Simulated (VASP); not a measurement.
Data:

```yaml
crystal:
  lattice:
    - [0.00000, 2.96299, 2.96299]
    - [2.96299, 0.00000, 2.96299]
    - [2.96299, 2.96299, 0.00000]
  atoms:
    - { symbol: Cu, position: [0.00000, 0.00000, 0.00000] }
    - { symbol: I, position: [0.25000, 0.25000, 0.25000] }
```

Calculation: revPBE GGA, VASP's PBE PAW potentials (set 64) (plane waves; VASP). Numerical set-up: 300 eV cut-off, 10×10×10 Γ-centred mesh, Fermi-Dirac smearing of 0.010 eV, potentials Cu I.

At this cut-off the stress carries a Pulay error, which pulls relaxed volumes low.

Problem. Give the stress tensor in GPa (positive for a compressed cell).

Solution. 
```
4.68  0.00  0.00
0.00  4.68  0.00
0.00  0.00  4.68
```
The pressure is its mean diagonal, 4.68 GPa.

The structure is a typed CuI crystal. The cell was not relaxed at this level.
